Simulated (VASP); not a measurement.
Energy against volume of C (diamond). These are r2SCAN meta-GGA, VASP's PBE PAW potentials (set 64) (plane waves; VASP) values and carry that method's errors. Settings: 520 eV cut-off, 13×13×13 Γ-centred mesh, Gaussian smearing of 0.050 eV, potentials C.

```json
[
 {"V (Å³/atom)": "5.485", "E (eV/atom)": "-9.82083"},
 {"V (Å³/atom)": "5.655", "E (eV/atom)": "-9.82868"},
 {"V (Å³/atom)": "5.825", "E (eV/atom)": "-9.82219"},
 {"V (Å³/atom)": "5.994", "E (eV/atom)": "-9.80321"}
]
```

Q: Fit these four points and predict the energy of the run at 5.316 Å³/atom.

A: A cubic in V^(−2/3), the third-order Birch-Murnaghan form, passes through the four points with V0 = 5.66 Å³/atom and B0 = 448 GPa, and gives -9.7968 eV/atom there. The run gave -9.7964 eV/atom, +0.4 meV/atom from the fit; all five points give B0 = 450 GPa.

The compound is C in the diamond structure. It was relaxed first.
